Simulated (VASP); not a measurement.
# NaPr3 (Pm-3m) in VASP: notebook

Aim: see how the results for NaPr3 move with the level of theory and the settings. Levels: PBE, PBEsol. Tasks: single point, relaxation of cell and atoms.

All numbers are computed with VASP 6.6.1; they aren't measurements. Logs are shortened: lines on timing, memory, paths and dates and some standing lists are left out, and cuts for length are marked.

## 1. Starting point

Symmetry: Pm-3m, No. 221, cubic system. The conventional cell has a = 5.206 Å, b = 5.206 Å, c = 5.206 Å, α = 90.00°, β = 90.00°, γ = 90.00°. Pr (site symmetry 4/mmm) is surrounded by 8 Pr at 3.68 Å and 4 Na at 3.68 Å. Na (site symmetry m-3m) has 12 Pr at 3.68 Å as nearest neighbours.

The cell comes from a database or a generator and needn't be the stable form of this composition.

## 2. Single point, PBE, collinear spin, ferromagnetic start

run.py reads:

```python
from ase.calculators.vasp import Vasp
from ase.dft.bandgap import bandgap
from ase.io import read

atoms = read('POSCAR')
atoms.set_initial_magnetic_moments([2.0, 2.0, 2.0, 0.0])
calc = Vasp(
    directory='calc',
    xc='lda',
    pp='PBE',
    setups='minimal',
    prec='Accurate',
    encut=500,
    ediff=1e-06,
    ismear=0,
    sigma=0.05,
    lreal=False,
    lasph=True,
    nelm=150,
    algo='Normal',
    isif=2,
    lwave=False,
    lcharg=False,
    ispin=2,
    lorbit=11,
    lmaxmix=6,
    kpts=[5, 5, 5],
    gamma=True,
)
atoms.calc = calc

print('energy (eV):', atoms.get_potential_energy())
print('free energy (eV):', atoms.get_potential_energy(force_consistent=True))
print('forces (eV/A):')
print(atoms.get_forces())
print('stress (eV/A^3, Voigt):', atoms.get_stress())
print('Fermi level (eV):', calc.get_fermi_level())
print('moment (muB):', atoms.get_magnetic_moment())
print('site moments (muB):', atoms.get_magnetic_moments())
gap, top, bottom = bandgap(calc)
print('band gap (eV):', gap, 'from (spin, k, band)', top, 'to', bottom)
```

POSCAR reads:

```
NaPr3
1.0
    5.2056350000      0.0000000000      0.0000000000
    0.0000000000      5.2056350000      0.0000000000
    0.0000000000      0.0000000000      5.2056350000
Pr Na
3 1
Direct
    0.5000000000      0.5000000000      0.0000000000
    0.0000000000      0.5000000000      0.5000000000
    0.5000000000      0.0000000000      0.5000000000
    0.0000000000      0.0000000000      0.0000000000
```

Potentials or basis: VASP PAW PBE potentials, release 64 (Pr, Na).

Launch:

```
> python run.py
```

Standard output:

```text
<dir> UserWarning: XC is set to LDA, but PP is set to PBE.
 Please check that this is really what you intended!

  warnings.warn("XC is set to LDA, but PP is set to "
energy (eV): -17.01779237
free energy (eV): -17.0324828
forces (eV/A):
[[0. 0. 0.]
 [0. 0. 0.]
 [0. 0. 0.]
 [0. 0. 0.]]
stress (eV/A^3, Voigt): [-0.00072448 -0.00072448 -0.00072448  0.          0.         -0.        ]
Fermi level (eV): 4.58902841
moment (muB): 9.0671933
site moments (muB): [2.357e+00 2.357e+00 2.357e+00 2.000e-03]
band gap (eV): 0.0 from (spin, k, band) (None, None, None) to (None, None, None)
```

OUTCAR:

```text
ENCUT = 500.000000
   EDIFF = 1.00e-06
   PREC = Accurate
   ISIF = 2
   ISMEAR = 0
   ISPIN = 2
   LORBIT = 11
   NELM = 150
   LASPH = .TRUE.
   LREAL = .FALSE.

 ion  position               nearest neighbor table
   1  0.500  0.500  0.000-   4 3.68   4 3.68   4 3.68   4 3.68
   2  0.000  0.500  0.500-   4 3.68   4 3.68   4 3.68   4 3.68
   3  0.500  0.000  0.500-   4 3.68   4 3.68   4 3.68   4 3.68
   4  0.000  0.000  0.000-   1 3.68   2 3.68   3 3.68   2 3.68   3 3.68   1 3.68   2 3.68   2 3.68
                             1 3.68   3 3.68   3 3.68   1 3.68

  LATTYP: Found a simple cubic cell.
 ALAT       =     5.2056350000

  Lattice vectors:

 A1 = (   5.2056350000,   0.0000000000,   0.0000000000)
 A2 = (   0.0000000000,   5.2056350000,   0.0000000000)
 A3 = (   0.0000000000,   0.0000000000,   5.2056350000)

Analysis of symmetry for initial positions (statically):
=====================================================================
 Subroutine PRICEL returns:
 Original cell was already a primitive cell.

 Routine SETGRP: Setting up the symmetry group for a
 simple cubic supercell.

 Subroutine GETGRP returns: Found 48 space group operations
 (whereof 48 operations were pure point group operations)
 out of a pool of 48 trial point group operations.

The static configuration has the point symmetry O_h .

Analysis of symmetry for dynamics (positions and initial velocities):
=====================================================================
 Subroutine PRICEL returns:
 Original cell was already a primitive cell.

 Routine SETGRP: Setting up the symmetry group for a
 simple cubic supercell.

 Subroutine GETGRP returns: Found 48 space group operations
 (whereof 48 operations were pure point group operations)
 out of a pool of 48 trial point group operations.

The dynamic configuration has the point symmetry O_h .

Analysis of structural, dynamic, and magnetic symmetry:
=====================================================================
 Subroutine PRICEL returns:
 Original cell was already a primitive cell.

 Routine SETGRP: Setting up the symmetry group for a
 simple cubic supercell.

 Subroutine GETGRP returns: Found 48 space group operations
 (whereof 48 operations were pure point group operations)
 out of a pool of 48 trial point group operations.

The overall configuration has the point symmetry O_h .

 Subroutine INISYM returns: Found 48 space group operations
 (whereof 48 operations are pure point group operations),
 and found     1 'primitive' translations

----------------------------------------------------------------------------------------

                                     Primitive cell

  volume of cell :     141.0656

  direct lattice vectors                    reciprocal lattice vectors
     5.205635000  0.000000000  0.000000000     0.192099523  0.000000000  0.000000000
     0.000000000  5.205635000  0.000000000     0.000000000  0.192099523  0.000000000
     0.000000000  0.000000000  5.205635000     0.000000000  0.000000000  0.192099523

  length of vectors
     5.205635000  5.205635000  5.205635000     0.192099523  0.192099523  0.192099523

[... 68 lines left out ...]
   NELM   =    150;   NELMIN=  2; NELMDL= -5     # of ELM steps
   EDIFF  = 0.1E-05   stopping-criterion for ELM
   LREAL  =      F    real-space projection
   EDIFFG = 0.1E-04   stopping-criterion for IOM
   NSW    =      0    number of steps for IOM
   IBRION =     -1    ionic relax: 0-MD 1-quasi-New 2-CG
   NFREE  =      0    steps in history (QN), initial steepest desc. (CG)
   ISIF   =      2    stress and relaxation
   ISYM   =      2    0-nonsym 1-usesym 2-fastsym
   POTIM  = 0.5000    time-step for ionic-motion
   TEBEG  =    0.0;   TEEND  =   0.0 temperature during run
   PSTRESS=    0.0 pullay stress
   NELECT =      40.0000    total number of electrons
   NUPDOWN=      -1.0000    fix difference up-down
   EMIN   =  10.00;   EMAX   =-10.00  energy-range for DOS
   EFERMI =   0.00;   METHOD = LEGACY
   ISMEAR =     0;   SIGMA  =   0.05  broadening in eV -4-tet -1-fermi 0-gaus
   EFERMI_NEDOS =   21; number of points for ismear=-14 and -15
   IALGO  =     38    algorithm
   IMIX   =      4    mixing-type and parameters
     AMIX     =   0.40;   BMIX     =  1.00
     AMIX_MAG =   1.60;   BMIX_MAG =  1.00
  volume/ion in A,a.u.               =      35.27       237.99
  Fermi-wavevector in a.u.,A,eV,Ry     =   1.075526  2.032450 15.738638  1.156757
  Thomas-Fermi vector in A             =   2.211385
   LORBIT       =     11    0 simple, 1 ext, 2 COOP (PROOUT), +10 PAW based schemes
   GGA     = PE    functional components
   LHFCALC =     F    Hartree Fock is set to
   AEXX    =    0.0000 exact exchange contribution
   IVDW    =     0    specifies the selected vdW correction
   LEPSILON=     F    determine dielectric tensor
   LRPA    =     F    only Hartree local field effects (RPA)
 spin polarized calculation
 Gauss-broadening in eV      SIGMA  =   0.05
  energy-cutoff  :      500.00
  volume of cell :      141.07
 maximum number of plane-waves:      3695
 NGX is ok and might be reduce to    40
   NGX = 19   NGY = 19   NGZ = 19

 number of electron      39.9999986 magnetization       9.0671933

 Free energy of the ion-electron system (eV)
  ---------------------------------------------------
  ext. energy  EPLUGINS =         0.00000000
  ---------------------------------------------------
  free energy    TOTEN  =       -17.03248280 eV

  energy without entropy =      -17.00310194  energy(sigma->0) =      -17.01779237

 E-fermi :   4.5890     XC(G=0):  -9.0301

 val. band max:        4.5860603798   @ k =   0.2000   0.2000   0.0000
 cond. band min:       4.6017065278   @ k =   0.2000   0.2000   0.2000
 fundamental gap:      0.0156461481
 Fermi energy:         4.5890284140

 spin component 1

 k-point     1 :       0.0000    0.0000    0.0000
  band No.  band energies     occupation
      1     -31.5522      1.00000
      2     -31.3996      1.00000
      3     -31.3996      1.00000
      4     -13.9692      1.00000
      5     -13.9692      1.00000
      6     -13.9692      1.00000
[... 289 lines left out ...]
     26       4.7422      0.00001
     27       5.0390      0.00000
 Fermi energy:         4.5890284140

 spin component 2

 k-point     1 :       0.0000    0.0000    0.0000
  band No.  band energies     occupation
      1     -30.3880      1.00000
      2     -30.2291      1.00000
      3     -30.2290      1.00000
      4     -13.0290      1.00000
      5     -13.0290      1.00000
      6     -13.0290      1.00000
[... 289 lines left out ...]
     26       6.2562      0.00000
     27       6.2976      0.00000

------------------------ aborting loop because EDIFF is reached ----------------------------------------

  FORCE on cell =-STRESS in cart. coord.  units (eV):
  Direction    XX          YY          ZZ          XY          YZ          ZX
  --------------------------------------------------------------------------------------
  -------------------------------------------------------------------------------------
  Total        0.1021994      0.1021994      0.1021994      0.0000000      0.0000000     -0.0000000
  in kB        1.1607475      1.1607475      1.1607475      0.0000000      0.0000000     -0.0000000
  external PRESSURE =       1.1607475 kB  Pullay stress =       0.0000000 kB

 VOLUME and BASIS-vectors are now :
 -----------------------------------------------------------------------------
  energy-cutoff  :      500.00
  volume of cell :      141.07
      direct lattice vectors                 reciprocal lattice vectors
     5.205635000  0.000000000  0.000000000     0.192099523  0.000000000  0.000000000
     0.000000000  5.205635000  0.000000000     0.000000000  0.192099523  0.000000000
     0.000000000  0.000000000  5.205635000     0.000000000  0.000000000  0.192099523

 POSITION                                       TOTAL-FORCE (eV/Angst)
 -----------------------------------------------------------------------------------
      2.60282      2.60282      0.00000         0.000000      0.000000      0.000000
      0.00000      2.60282      2.60282         0.000000      0.000000      0.000000
      2.60282      0.00000      2.60282         0.000000      0.000000      0.000000
      0.00000      0.00000      0.00000         0.000000      0.000000      0.000000
 -----------------------------------------------------------------------------------
    total drift:                                0.000000     -0.000000     -0.000000

  FREE ENERGIE OF THE ION-ELECTRON SYSTEM (eV)
  ---------------------------------------------------
  free  energy   TOTEN  =       -17.0324828019 eV

  energy  without entropy=      -17.0031019450  energy(sigma->0) =      -17.01779237

 total charge

# of ion       s       p       d       f       tot
--------------------------------------------------
    1        1.997   5.293   0.518   2.222  10.030
    2        1.997   5.293   0.518   2.222  10.030
    3        1.997   5.293   0.518   2.222  10.030
    4        0.131   0.047   0.000   0.000   0.178
--------------------------------------------------
tot          6.123  15.925   1.555   6.665  30.268

 magnetization (x)

# of ion       s       p       d       f       tot
--------------------------------------------------
    1       -0.009  -0.028   0.199   2.196   2.357
    2       -0.009  -0.028   0.199   2.196   2.357
    3       -0.009  -0.028   0.199   2.196   2.357
    4       -0.005   0.007   0.000   0.000   0.002
--------------------------------------------------
tot         -0.033  -0.077   0.596   6.587   7.073
```

INCAR:

```text
ENCUT = 500.000000
SIGMA = 0.050000
EDIFF = 1.00e-06
ALGO = Normal
PREC = Accurate
ISIF = 2
ISMEAR = 0
ISPIN = 2
LMAXMIX = 6
LORBIT = 11
NELM = 150
LASPH = .TRUE.
LCHARG = .FALSE.
LWAVE = .FALSE.
LREAL = .FALSE.
MAGMOM = 3*2.0000 1*0.0000
```

Run time: 6 min. Hardware: 1 thread of Intel Xeon 6975P-C (Granite Rapids), shared host; peak memory 0.29 GiB.

What came out:

* Free energy: -17.0325 eV
* Pressure: 0.1 GPa
* Net moment: 9.07 μB per cell
* Site moments: Pr +2.36; Na +0.00 μB
* Valence electrons inside the program's atomic spheres: Pr 10.03; Na 0.18

Caveat: ASE's xc='lda' writes no GGA tag, so the PBE potentials set the functional and the run is PBE; the magnetic or orbital state may not be the lowest; the bands computed are all filled at some k points, so no gap is given; spin-orbit coupling is left out, which moves the levels of the heavy elements; without U or exact exchange the open f shell lies at the Fermi level, which spoils levels, moments and volumes. The state reached can hang on the start; a lower one may exist.

## 3. Relaxation of cell and atoms, PBEsol, spin-orbit coupling, no magnetisation

INCAR reads:

```
SYSTEM = NaPr3
ALGO = Normal ; EDIFF = 1E-7
EDIFFG = -0.01 ; ENCUT = 600
GGA = PS ; GGA_COMPAT = .False.
IBRION = 2 ; ISIF = 3
ISMEAR = 0 ; LASPH = .True.
LCHARG = .False. ; LMAXMIX = 6
LORBIT = 11 ; LREAL = .False.
LSORBIT = .True. ; LWAVE = .False.
MAGMOM = 0 0 0 0 0 0 0 0 0 0 0 0 ; NELM = 150
NSW = 40 ; PREC = Accurate
SIGMA = 0.05
```

KPOINTS reads:

```
k-points
0
Gamma
  4 4 4
  0 0 0
```

POSCAR is that of step 2.

Potentials or basis: VASP PAW PBE potentials, release 64 (Pr_3, Na_pv), 4f in core.

Launch:

```
> cat potpaw_PBE.64/Pr_3/POTCAR potpaw_PBE.64/Na_pv/POTCAR > POTCAR
> mpirun -np 1 vasp_ncl > vasp.out
```

OUTCAR:

```text
SYSTEM = NaPr3
   EDIFF = 1E-7
   EDIFFG = -0.01
   ENCUT = 600
   GGA = PS
   IBRION = 2
   ISIF = 3
   ISMEAR = 0
   LASPH = .True.
   LORBIT = 11
   LREAL = .False.
   LSORBIT = .True.
   NELM = 150
   NSW = 40
   PREC = Accurate

 ion  position               nearest neighbor table
   1  0.500  0.500  0.000-   2 3.68   3 3.68   2 3.68   3 3.68   3 3.68   3 3.68   2 3.68   2 3.68

   2  0.000  0.500  0.500-   1 3.68   3 3.68   1 3.68   3 3.68   1 3.68   3 3.68   1 3.68   3 3.68

   3  0.500  0.000  0.500-   1 3.68   2 3.68   1 3.68   1 3.68   2 3.68   1 3.68   2 3.68   2 3.68

   4  0.000  0.000  0.000-

  LATTYP: Found a simple cubic cell.
 ALAT       =     5.2056350000

  Lattice vectors:

 A1 = (   5.2056350000,   0.0000000000,   0.0000000000)
 A2 = (   0.0000000000,   5.2056350000,   0.0000000000)
 A3 = (   0.0000000000,   0.0000000000,   5.2056350000)

Analysis of symmetry for initial positions (statically):
[... 844 lines left out ...]
     0.0000000    -0.0008990     0.0000000    -0.0008990     0.0000000
    -0.0002471    -0.0001404    -0.0008990     0.0000000    -0.0002078
    -0.0015179    -0.0002078     0.0000000    -0.0002078     0.0000000
 l=   3
     0.0000000     0.0000000     0.0000000     0.0000000     0.0000000     0.0000000     0.0000000
     0.0000000     0.0000000     0.0000000     0.0000000     0.0000000     0.0000000     0.0000000
     0.0000000     0.0000000     0.0000000     0.0000000     0.0000000     0.0000000     0.0000000
     0.0000000     0.0000000     0.0000000     0.0000000     0.0000000     0.0000000     0.0000000
[... 49 lines left out ...]
 l=   2
     0.0000000     0.0000000     0.0000000     0.0000000     0.0000000
     0.0000000     0.0000000     0.0000000     0.0000000     0.0000000
     0.0000000     0.0000000     0.0000000     0.0000000     0.0000000
     0.0000000     0.0000000     0.0000000     0.0000000     0.0000000
     0.0000000     0.0000000     0.0000000     0.0000000     0.0000000
 l=   3
     0.0000000     0.0000000     0.0000000     0.0000000     0.0000000     0.0000000     0.0000000
     0.0000000     0.0000000     0.0000000     0.0000000     0.0000000     0.0000000     0.0000000
     0.0000000     0.0000000     0.0000000     0.0000000     0.0000000     0.0000000     0.0000000
     0.0000000     0.0000000     0.0000000     0.0000000     0.0000000     0.0000000     0.0000000
     0.0000000     0.0000000     0.0000000     0.0000000     0.0000000     0.0000000     0.0000000
     0.0000000     0.0000000     0.0000000     0.0000000     0.0000000     0.0000000     0.0000000
     0.0000000     0.0000000     0.0000000     0.0000000     0.0000000     0.0000000     0.0000000

 total charge

# of ion       s       p       d       tot
------------------------------------------
    1        2.136   5.694   0.975   8.804
    2        2.136   5.694   0.975   8.804
    3        2.136   5.694   0.975   8.804
    4        0.136   5.989   0.000   6.126
--------------------------------------------------
tot          6.543  23.071   2.924  32.538

 magnetization (x)

# of ion       s       p       d       tot
------------------------------------------
    1       -0.000  -0.000  -0.000  -0.000
    2        0.000  -0.000   0.000   0.000
    3        0.000  -0.000  -0.000   0.000
    4        0.000   0.000   0.000   0.000
--------------------------------------------------
tot          0.000  -0.000  -0.000  -0.000

 magnetization (y)

# of ion       s       p       d       tot
------------------------------------------
    1        0.000   0.000   0.000   0.000
    2       -0.000   0.000   0.000   0.000
    3       -0.000   0.000   0.000  -0.000
    4        0.000  -0.000   0.000  -0.000
--------------------------------------------------
tot          0.000   0.000   0.000   0.000

 magnetization (z)

# of ion       s       p       d       tot
------------------------------------------
    1       -0.000   0.000   0.000  -0.000
    2        0.000  -0.000  -0.000   0.000
    3       -0.000   0.000   0.000   0.000
    4       -0.000   0.000   0.000   0.000
--------------------------------------------------
tot         -0.000   0.000  -0.000   0.000
```

OSZICAR:

```text
N       E                     dE             d eps       ncg     rms          rms(c)
DAV:   1     0.425707140413E+03    0.42571E+03   -0.20186E+04  1024   0.175E+03
DAV:   2     0.196817504454E+02   -0.40603E+03   -0.39637E+03  1040   0.448E+02
DAV:   3    -0.135240880641E+02   -0.33206E+02   -0.31736E+02  1416   0.121E+02
DAV:   4    -0.167850906021E+02   -0.32610E+01   -0.31489E+01  1472   0.299E+01
[... 34 lines left out ...]
DAV:   7    -0.167329528553E+02   -0.12558E-04   -0.67236E-05  1440   0.473E-02    0.106E-02
DAV:   8    -0.167329560910E+02   -0.32357E-05   -0.97250E-06  1128   0.239E-02    0.666E-03
DAV:   9    -0.167329551259E+02    0.96509E-06   -0.14442E-06  1272   0.840E-03    0.942E-04
DAV:  10    -0.167329548825E+02    0.24335E-06   -0.10321E-07   856   0.193E-03    0.320E-04
DAV:  11    -0.167329548725E+02    0.10069E-07   -0.11526E-08   696   0.883E-04
   3 F= -.16732955E+02 E0= -.16726793E+02  d E =-.426712E-01  mag=    -0.0000    -0.0000    -0.0000
```

CONTCAR:

```text
NaPr3
   1.00000000000000
     5.0910133421737100   -0.0000000000000000    0.0000000000000000
    -0.0000000000000000    5.0910133421737100   -0.0000000000000000
     0.0000000000000000    0.0000000000000000    5.0910133421737100
  Pr              Na
     3     1
Direct
     0.5000000000000000    0.5000000000000000    0.0000000000000000
     0.0000000000000000    0.5000000000000000    0.5000000000000000
     0.5000000000000000    0.0000000000000000    0.5000000000000000
     0.0000000000000000    0.0000000000000000    0.0000000000000000

  0.00000000E+00  0.00000000E+00  0.00000000E+00
  0.00000000E+00  0.00000000E+00  0.00000000E+00
  0.00000000E+00  0.00000000E+00  0.00000000E+00
  0.00000000E+00  0.00000000E+00  0.00000000E+00
```

It took 5.3 min on 1 thread of Intel Xeon 6975P-C (Granite Rapids), shared host; peak memory 0.62 GiB.

What came out:

```yaml
Free_energy: -16.7330 eV
Relaxed_volume: 32.99 Å³/atom
Relaxed_cell: a = 5.091 Å, b = 5.091 Å, c = 5.091 Å, α = 90.00°, β = 90.00°, γ = 90.00°
Space_group_after_relaxing_to_0.05_Å: Pm-3m (No. 221)
Energy_gained_by_relaxing: 10.7 meV/atom
Ionic_steps: 3
Pressure_after_relaxing: 0.0 GPa
Valence_electrons_inside_the_program's_atomic_spheres: Pr 8.80; Na 6.13
```

The path:
| step | energy change (eV) | largest force (eV/Å) | pressure (GPa) | volume (Å³) |
| --- | --- | --- | --- | --- |
| 1 | 0.0000 | 0.0000 | -1.42 | 141.07 |
| 2 | -0.0382 | 0.0000 | -0.50 | 134.78 |
| 3 | -0.0427 | 0.0000 | 0.00 | 131.95 |

Final structure:
```yaml
crystal:
  lattice:
    - [5.09101, 0.00000, 0.00000]
    - [0.00000, 5.09101, 0.00000]
    - [0.00000, 0.00000, 5.09101]
  atoms:
    - { symbol: Pr, position: [0.50000, 0.50000, 0.00000] }
    - { symbol: Pr, position: [0.00000, 0.50000, 0.50000] }
    - { symbol: Pr, position: [0.50000, 0.00000, 0.50000] }
    - { symbol: Na, position: [0.00000, 0.00000, 0.00000] }
```

Caveat: the PAW data sets were made with another functional, which shifts forces and pressure a little; the 4f electrons are frozen in the core as for a trivalent ion, so they carry no moment and show no levels.
